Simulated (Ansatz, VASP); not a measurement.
# Ti (Titanium): VASP beside Ansatz, part 2 of 2

Wanted: the spread between two codes on one cell, functional and k mesh. The cell is taken from a series of runs on this material, whose earlier steps may have relaxed, scaled, displaced or heated it; both programs get it as it stands.

VASP 6.6.1 and Ansatz 0.2.0.

So far: The structure; Ansatz: zone-centre phonons, LDA.

**3. VASP: zone-centre phonons, LDA**

Level of this step: LDA; plane waves and PAW (Ti_sv) (VASP).

The same cell, functional (in two slightly different forms), mesh and smearing now go to VASP, with its own data sets.

Lines of VASP's logs that name or quote its potential files are left out, and so is its time.

The input, INCAR:

```
SYSTEM = Ti
PREC = Accurate
ENCUT = 500
EDIFF = 1E-08
NELM = 120
ISMEAR = 1
SIGMA = 0.2
LREAL = .FALSE.
ALGO = Normal
GGA = PW92
NBANDS = 18
LASPH = .TRUE.
LORBIT = 11
LWAVE = .FALSE.
LCHARG = .FALSE.
ISIF = 2
IBRION = 8
GGA_COMPAT = .FALSE.
KPAR = 2
```

The input, POSCAR:

```
Ti
1.0
    2.8270865748      0.0000000000      0.0000000000
   -1.4135432874      2.4483287924      0.0000000000
    0.0000000000      0.0000000000      4.7153537347
Ti
2
Direct
    0.3333326989      0.6666660323      0.2500000000
    0.6666660323      0.3333326989      0.7500000000
```

The input, KPOINTS:

```
Automatic mesh
0
Gamma
18 18 12
0 0 0
```

PAW data sets: Ti_sv (LDA family, release 64).

Launch:

```console
mpirun -np 2 vasp_std
```

Numbers of over 12 decimals in the logs are rounded to 6 here.

The log of the run:

```text
[banner, memory and clock lines left out]
running    2 mpi-ranks, on    1 nodes
 distrk:  each k-point on    1 cores,    2 groups
 distr:  one band on    1 cores,    1 groups

 POSCAR found type information on POSCAR Ti
 POSCAR found :  1 types and       2 ions
|                                                                             |
|               ----> ADVICE to this user running VASP <----                  |
|                                                                             |
|     You enforced a specific xc type in the INCAR file but a different       |
|     [... a line on the potential file left out ...]
|     I HOPE YOU KNOW WHAT YOU ARE DOING!                                     |
|                                                                             |

 LDA part: xc-table for (Slater(with rela. corr.)+PW92), standard interpolation
 POSCAR, INCAR and KPOINTS ok, starting setup
 FFT: planning ... GRIDC
 FFT: planning ... GRID_SOFT
 FFT: planning ... GRID
 WAVECAR not read
 entering main loop
       N       E                     dE             d eps       ncg     rms          rms(c)
DAV:   1     0.251457129292E+03    0.25146E+03   -0.12982E+04  9332   0.163E+03
DAV:   2     0.102251173129E+02   -0.24123E+03   -0.23811E+03  9518   0.449E+02
DAV:   3    -0.178049550157E+02   -0.28030E+02   -0.27724E+02 17378   0.126E+02
DAV:   4    -0.189204415944E+02   -0.11155E+01   -0.11144E+01 10664   0.261E+01
DAV:   5    -0.189740294097E+02   -0.53588E-01   -0.53578E-01 14342   0.408E+00    0.123E+01
DAV:   6    -0.170598874835E+02    0.19141E+01   -0.68871E+00 11098   0.273E+01    0.322E+00
DAV:   7    -0.170354744002E+02    0.24413E-01   -0.74708E-01 14204   0.636E+00    0.202E+00
DAV:   8    -0.170609281200E+02   -0.25454E-01   -0.21865E-01 10728   0.586E+00    0.714E-01
DAV:   9    -0.170523902492E+02    0.85379E-02   -0.47345E-02 10966   0.241E+00    0.804E-02
DAV:  10    -0.170528281117E+02   -0.43786E-03   -0.30199E-03 13736   0.363E-01    0.949E-02
DAV:  11    -0.170528553712E+02   -0.27260E-04   -0.19431E-04 11480   0.124E-01    0.406E-02
DAV:  12    -0.170528464935E+02    0.88777E-05   -0.42611E-05 10976   0.599E-02    0.434E-03
DAV:  13    -0.170528462313E+02    0.26223E-06   -0.23618E-06 13832   0.127E-02    0.216E-03
DAV:  14    -0.170528464543E+02   -0.22303E-06   -0.36895E-07 12008   0.493E-03    0.217E-04
DAV:  15    -0.170528464602E+02   -0.58253E-08   -0.15851E-08  7638   0.101E-03
   1 F= -.17052846E+02 E0= -.17054088E+02  d E =0.372575E-02
 Linear response reoptimize wavefunctions to high precision
DAV:   1    -0.170528464599E+02    0.25830E-09   -0.18028E-09  6384   0.488E-04
DAV:   2    -0.170528464600E+02   -0.52751E-10   -0.40818E-10  5412   0.221E-04
 Linear response DOF=           2
 Linear response progress:
  Degree of freedom:   1/  2
       N       E                     dE             d eps       ncg     rms          rms(c)
 HAMIL_LR internal error: the vector H(1)-e(1) S(1) |phi(0)> is not orthogonal t
 o |phi(0)>         261           1 -2.351613481303812E-004
 HAMIL_LR internal error: the vector H(1)-e(1) S(1) |phi(0)> is not orthogonal t
 o |phi(0)>         261           2 -2.449416064169568E-004
 HAMIL_LR internal error: the vector H(1)-e(1) S(1) |phi(0)> is not orthogonal t
 o |phi(0)>         261           9  1.285982869670802E-003
 HAMIL_LR internal error: the vector H(1)-e(1) S(1) |phi(0)> is not orthogonal t
 o |phi(0)>         261          10  8.812132815455426E-004
 HAMIL_LR internal error: the vector H(1)-e(1) S(1) |phi(0)> is not orthogonal t
 o |phi(0)>         261          12  1.311255050014948E-004
 HAMIL_LR internal error: the vector H(1)-e(1) S(1) |phi(0)> is not orthogonal t
 o |phi(0)>         261          13  2.126209134109547E-004
 HAMIL_LR internal error: the vector H(1)-e(1) S(1) |phi(0)> is not orthogonal t
 o |phi(0)>         261          14  2.554174947729075E-004
 HAMIL_LR internal error: the vector H(1)-e(1) S(1) |phi(0)> is not orthogonal t
 o |phi(0)>         261          15  2.747857038987167E-004
 HAMIL_LR internal error: the vector H(1)-e(1) S(1) |phi(0)> is not orthogonal t
 o |phi(0)>         261          16  2.735141248170585E-004
 HAMIL_LR internal error: the vector H(1)-e(1) S(1) |phi(0)> is not orthogonal t
 o |phi(0)>         261          17  1.453724993199443E-004
 HAMIL_LR internal error: the vector H(1)-e(1) S(1) |phi(0)> is not orthogonal t
 o |phi(0)>         261          18  1.469495203221156E-004
 HAMIL_LR internal error: the vector H(1)-e(1) S(1) |phi(0)> is not orthogonal t
 o |phi(0)>         263           1 -2.358783690725990E-004
 HAMIL_LR internal error: the vector H(1)-e(1) S(1) |phi(0)> is not orthogonal t
 o |phi(0)>         263           2 -2.453018331867694E-004
 HAMIL_LR internal error: the vector H(1)-e(1) S(1) |phi(0)> is not orthogonal t
 o |phi(0)>         263           9  1.262153117852024E-003
[...]
o |phi(0)>         382          13  1.243035025057931E-004
 HAMIL_LR internal error: the vector H(1)-e(1) S(1) |phi(0)> is not orthogonal t
 o |phi(0)>         387          13  1.252046030450482E-004
 HAMIL_LR internal error: the vector H(1)-e(1) S(1) |phi(0)> is not orthogonal t
 o |phi(0)>         391          13  1.476720884265870E-004
RMM:  14    -0.654603402589E+00    0.23992E-05   -0.31401E-06 35467   0.154E-03    0.242E-05
[...]
HAMIL_LR internal error: the vector H(1)-e(1) S(1) |phi(0)> is not orthogonal t
 o |phi(0)>         285          10  1.017886582151406E-004
 HAMIL_LR internal error: the vector H(1)-e(1) S(1) |phi(0)> is not orthogonal t
 o |phi(0)>         313          10  1.149005795754512E-004
 HAMIL_LR internal error: the vector H(1)-e(1) S(1) |phi(0)> is not orthogonal t
 o |phi(0)>         355          13  1.101049947261831E-004
 HAMIL_LR internal error: the vector H(1)-e(1) S(1) |phi(0)> is not orthogonal t
 o |phi(0)>         387          13  1.252045088763754E-004
 HAMIL_LR internal error: the vector H(1)-e(1) S(1) |phi(0)> is not orthogonal t
 o |phi(0)>         391          13  1.476719812210092E-004
RMM:  18    -0.654604513831E+00   -0.31887E-06   -0.14786E-06 33571   0.665E-04    0.112E-05
 HAMIL_LR internal error: the vector H(1)-e(1) S(1) |phi(0)> is not orthogonal t
 o |phi(0)>         285          10  1.017886739133056E-004
 HAMIL_LR internal error: the vector H(1)-e(1) S(1) |phi(0)> is not orthogonal t
 o |phi(0)>         313          10  1.149005965498662E-004
 HAMIL_LR internal error: the vector H(1)-e(1) S(1) |phi(0)> is not orthogonal t
 o |phi(0)>         355          13  1.101050088808363E-004
 HAMIL_LR internal error: the vector H(1)-e(1) S(1) |phi(0)> is not orthogonal t
 o |phi(0)>         382          13  1.243034241888846E-004
 HAMIL_LR internal error: the vector H(1)-e(1) S(1) |phi(0)> is not orthogonal t
 o |phi(0)>         387          13  1.252045253457568E-004
 HAMIL_LR internal error: the vector H(1)-e(1) S(1) |phi(0)> is not orthogonal t
 o |phi(0)>         391          13  1.476720009628285E-004
RMM:  19    -0.654604325157E+00    0.18867E-06   -0.71309E-07 34547   0.589E-04    0.115E-05
 HAMIL_LR internal error: the vector H(1)-e(1) S(1) |phi(0)> is not orthogonal t
 o |phi(0)>         285          10  1.017886733731821E-004
 HAMIL_LR internal error: the vector H(1)-e(1) S(1) |phi(0)> is not orthogonal t
 o |phi(0)>         313          10  1.149005946451814E-004
 HAMIL_LR internal error: the vector H(1)-e(1) S(1) |phi(0)> is not orthogonal t
 o |phi(0)>         355          13  1.101050075514136E-004
 HAMIL_LR internal error: the vector H(1)-e(1) S(1) |phi(0)> is not orthogonal t
 o |phi(0)>         382          13  1.243034230373752E-004
 HAMIL_LR internal error: the vector H(1)-e(1) S(1) |phi(0)> is not orthogonal t
 o |phi(0)>         387          13  1.252045242366995E-004
 HAMIL_LR internal error: the vector H(1)-e(1) S(1) |phi(0)> is not orthogonal t
 o |phi(0)>         391          13  1.476719998294018E-004
RMM:  20    -0.654604357419E+00   -0.32262E-07   -0.42966E-07 36905   0.526E-04    0.104E-05
 HAMIL_LR internal error: the vector H(1)-e(1) S(1) |phi(0)> is not orthogonal t
 o |phi(0)>         285          10  1.017886795638412E-004
 HAMIL_LR internal error: the vector H(1)-e(1) S(1) |phi(0)> is not orthogonal t
 o |phi(0)>         313          10  1.149006009057013E-004
 HAMIL_LR internal error: the vector H(1)-e(1) S(1) |phi(0)> is not orthogonal t
 o |phi(0)>         355          13  1.101050122179030E-004
 HAMIL_LR internal error: the vector H(1)-e(1) S(1) |phi(0)> is not orthogonal t
 o |phi(0)>         382          13  1.243034285567102E-004
 HAMIL_LR internal error: the vector H(1)-e(1) S(1) |phi(0)> is not orthogonal t
 o |phi(0)>         387          13  1.252045299831028E-004
 HAMIL_LR internal error: the vector H(1)-e(1) S(1) |phi(0)> is not orthogonal t
 o |phi(0)>         391          13  1.476720068664950E-004
RMM:  21    -0.654604350571E+00    0.68479E-08   -0.36884E-07 35401   0.483E-04    0.173E-05
 HAMIL_LR internal error: the vector H(1)-e(1) S(1) |phi(0)> is not orthogonal t
 o |phi(0)>         285          10  1.017886751834007E-004
 HAMIL_LR internal error: the vector H(1)-e(1) S(1) |phi(0)> is not orthogonal t
 o |phi(0)>         313          10  1.149005958117760E-004
 HAMIL_LR internal error: the vector H(1)-e(1) S(1) |phi(0)> is not orthogonal t
 o |phi(0)>         382          13  1.243034238253837E-004
 HAMIL_LR internal error: the vector H(1)-e(1) S(1) |phi(0)> is not orthogonal t
 o |phi(0)>         355          13  1.101050079416396E-004
 HAMIL_LR internal error: the vector H(1)-e(1) S(1) |phi(0)> is not orthogonal t
 o |phi(0)>         387          13  1.252045251792788E-004
 HAMIL_LR internal error: the vector H(1)-e(1) S(1) |phi(0)> is not orthogonal t
 o |phi(0)>         391          13  1.476720012125732E-004
RMM:  22    -0.654604405622E+00   -0.55050E-07   -0.46691E-07 35997   0.450E-04    0.157E-05
 HAMIL_LR internal error: the vector H(1)-e(1) S(1) |phi(0)> is not orthogonal t
 o |phi(0)>         382          13  1.243034225110184E-004
 HAMIL_LR internal error: the vector H(1)-e(1) S(1) |phi(0)> is not orthogonal t
 o |phi(0)>         285          10  1.017886745809937E-004
 HAMIL_LR internal error: the vector H(1)-e(1) S(1) |phi(0)> is not orthogonal t
 o |phi(0)>         313          10  1.149005951140295E-004
 HAMIL_LR internal error: the vector H(1)-e(1) S(1) |phi(0)> is not orthogonal t
 o |phi(0)>         355          13  1.101050065873167E-004
 HAMIL_LR internal error: the vector H(1)-e(1) S(1) |phi(0)> is not orthogonal t
 o |phi(0)>         387          13  1.252045238890331E-004
 HAMIL_LR internal error: the vector H(1)-e(1) S(1) |phi(0)> is not orthogonal t
 o |phi(0)>         391          13  1.476719998289577E-004
RMM:  23    -0.654604438859E+00   -0.33238E-07   -0.31472E-07 37075   0.421E-04    0.177E-05
 HAMIL_LR internal error: the vector H(1)-e(1) S(1) |phi(0)> is not orthogonal t
 o |phi(0)>         285          10  1.017886715123373E-004
 HAMIL_LR internal error: the vector H(1)-e(1) S(1) |phi(0)> is not orthogonal t
 o |phi(0)>         313          10  1.149005921618727E-004
 HAMIL_LR internal error: the vector H(1)-e(1) S(1) |phi(0)> is not orthogonal t
 o |phi(0)>         355          13  1.101050037992067E-004
 HAMIL_LR internal error: the vector H(1)-e(1) S(1) |phi(0)> is not orthogonal t
 o |phi(0)>         382          13  1.243034193788156E-004
 HAMIL_LR internal error: the vector H(1)-e(1) S(1) |phi(0)> is not orthogonal t
 o |phi(0)>         387          13  1.252045206984742E-004
 HAMIL_LR internal error: the vector H(1)-e(1) S(1) |phi(0)> is not orthogonal t
 o |phi(0)>         391          13  1.476719960804007E-004
RMM:  24    -0.654604473342E+00   -0.34483E-07   -0.10566E-07 36333   0.399E-04    0.176E-05
 first order change of Fermi-energy  -0.26385E-03
 force on displaced ion       1 direction 3 :  -0.000  -0.000  -3.312
 Linear response finished
```

From OUTCAR (step 3):

```text
ion  position               nearest neighbor table
   1  0.333  0.667  0.250-   2 2.87   2 2.87   2 2.87   2 2.87   2 2.87   2 2.87
   2  0.667  0.333  0.750-   1 2.87   1 2.87   1 2.87   1 2.87   1 2.87   1 2.87

  LATTYP: Found a hexagonal cell.
 ALAT       =     2.8270865748
 C/A-ratio  =     1.6679198213

 Subroutine GETGRP returns: Found 24 space group operations
 (whereof 12 operations were pure point group operations)

The static configuration has the point symmetry D_3d.
 The point group associated with its full space group is D_6h.

 Found    259 irreducible k-points:

   k-points           NKPTS =    259   k-points in BZ     NKDIM =    259   number of bands    NBANDS=     18

   dimension x,y,z NGX =    24 NGY =   24 NGZ =   36
   dimension x,y,z NGXF=    48 NGYF=   48 NGZF=   72

   ENCUT  =  500.0 eV  36.75 Ry    6.06 a.u.   5.15  5.15  8.60*2*pi/ulx,y,z

   NELECT =      24.0000    total number of electrons

 k-points in reciprocal lattice and weights: Automatic mesh
   0.00000000  0.00000000  0.00000000       0.000
   0.05555556  0.00000000  0.00000000       0.002
   0.11111111  0.00000000  0.00000000       0.002
   0.16666667  0.00000000  0.00000000       0.002
   0.22222222  0.00000000  0.00000000       0.002
   0.27777778  0.00000000  0.00000000       0.002
   0.33333333  0.00000000  0.00000000       0.002
   0.38888889  0.00000000  0.00000000       0.002
   0.44444444  0.00000000  0.00000000       0.002
[...]
0.33333333  0.27777778  0.50000000       0.003
   0.33333333  0.33333333  0.50000000       0.001

 average (electrostatic) potential at core
       1 -71.7530       2 -71.7530

  Total       -0.0685928     -0.0685928     -1.1541826      0.0000000     -0.0000000      0.0000000
  in kB       -3.3671798     -3.3671798    -56.6580977      0.0000000     -0.0000000      0.0000000
  external PRESSURE =     -21.1308191 kB  Pullay stress =       0.0000000 kB

  energy-cutoff  :      500.00
  volume of cell :       32.64
      direct lattice vectors                 reciprocal lattice vectors
     2.827086575  0.000000000  0.000000000     0.353721039  0.204220937  0.000000000
    -1.413543287  2.448328792  0.000000000     0.000000000  0.408441874  0.000000000
     0.000000000  0.000000000  4.715353735     0.000000000  0.000000000  0.212073167

 POSITION                                       TOTAL-FORCE (eV/Angst)
 -----------------------------------------------------------------------------------
     -0.00000      1.63222      1.17884         0.000000      0.000000     -0.000000
      1.41354      0.81611      3.53652        -0.000000     -0.000000      0.000000
 -----------------------------------------------------------------------------------
    total drift:                                0.003426      0.005935     -0.000000

 Eigenvectors and eigenvalues of the dynamical matrix
 ----------------------------------------------------

   1 f  =    5.814440 THz    36.533201 2PiTHz  193.948825 cm-1    24.046579 meV
             X         Y         Z           dx          dy          dz
     -0.000001  1.632218  1.178838     0.000000   -0.000000   -0.707107
      1.413542  0.816108  3.536515     0.000000   -0.000000    0.707107

   2 f  =    3.218802 THz    20.224332 2PiTHz  107.367692 cm-1    13.311891 meV
             X         Y         Z           dx          dy          dz
     -0.000001  1.632218  1.178838     0.707107   -0.000000   -0.000000
      1.413542  0.816108  3.536515    -0.707107    0.000000    0.000000

   3 f  =    3.218802 THz    20.224332 2PiTHz  107.367692 cm-1    13.311891 meV
             X         Y         Z           dx          dy          dz
     -0.000001  1.632218  1.178838    -0.000000   -0.707107    0.000000
      1.413542  0.816108  3.536515     0.000000    0.707107    0.000000

   4 f  =    0.000000 THz     0.000000 2PiTHz    0.000002 cm-1     0.000000 meV
             X         Y         Z           dx          dy          dz
     -0.000001  1.632218  1.178838    -0.020625   -0.671757   -0.219813
      1.413542  0.816108  3.536515    -0.020625   -0.671757   -0.219813

   5 f/i=    0.000000 THz     0.000000 2PiTHz    0.000002 cm-1     0.000000 meV
             X         Y         Z           dx          dy          dz
     -0.000001  1.632218  1.178838     0.706639   -0.014820   -0.021013
      1.413542  0.816108  3.536515     0.706639   -0.014820   -0.021013

   6 f/i=    0.000000 THz     0.000000 2PiTHz    0.000002 cm-1     0.000000 meV
             X         Y         Z           dx          dy          dz
     -0.000001  1.632218  1.178838    -0.015356    0.220281   -0.671745
      1.413542  0.816108  3.536515    -0.015356    0.220281   -0.671745

 ELASTIC MODULI CONTR FROM IONIC RELAXATION (kBar)
 Direction    XX          YY          ZZ          XY          YZ          ZX
 --------------------------------------------------------------------------------
 XX        -102.5331    102.5331      0.0000     -0.0000      0.0000      0.0000
 YY         102.5331   -102.5331     -0.0000      0.0000      0.0000      0.0000
 ZZ           0.0000     -0.0000     -0.0000      0.0000      0.0000      0.0000
 XY          -0.0000      0.0000      0.0000   -102.5331      0.0000      0.0000
 YZ           0.0000      0.0000      0.0000      0.0000      0.0000      0.0000
 ZX           0.0000      0.0000      0.0000      0.0000      0.0000      0.0000
 --------------------------------------------------------------------------------
```

Energies printed during the response cycles are not total energies of the cell.

**4. Side by side**

Known differences besides the potentials themselves: the cutoff is 420 eV in Ansatz and 500 eV in VASP; VASP's log shows a relativistic correction to its local exchange, Ansatz's none. Total energies have different zeros and are not compared.

Both answers:

```
                  quantity  Ansatz   VASP  difference
optical mode 1 to 2 (cm⁻¹)   107.4  107.4     +0.02 %
     optical mode 3 (cm⁻¹)   194.0  193.9     +0.03 %
```

Modes are paired by rising frequency, not by their patterns, so a pair may set unlike modes beside each other; they are those without the splitting of longitudinal modes.

**5. Summary of results**

```
r.m.s. difference of the optical zone-centre modes, each program's sorted by frequency (zone-centre phonons, LDA) : 0.035 cm⁻¹
```

**Reading.** The r.m.s. difference of the optical zone-centre modes, each program's sorted by frequency is 0.035 cm⁻¹ (zone-centre phonons, LDA). How closely two codes agree says nothing of how well the functional describes the real material.

[Lines on the potential files, build, host, timing and source positions are cut from VASP's logs without a mark.]

[Logs are printed without paths, hosts, clocks, repeated set-up lines and the standing remarks that a program may print on its own settings, such as how far it seeks lower states.]

[Hosts, paths, dates, database ids (printed as entryN), source tags and the programs' standing remarks are cut or masked in the printed files.]
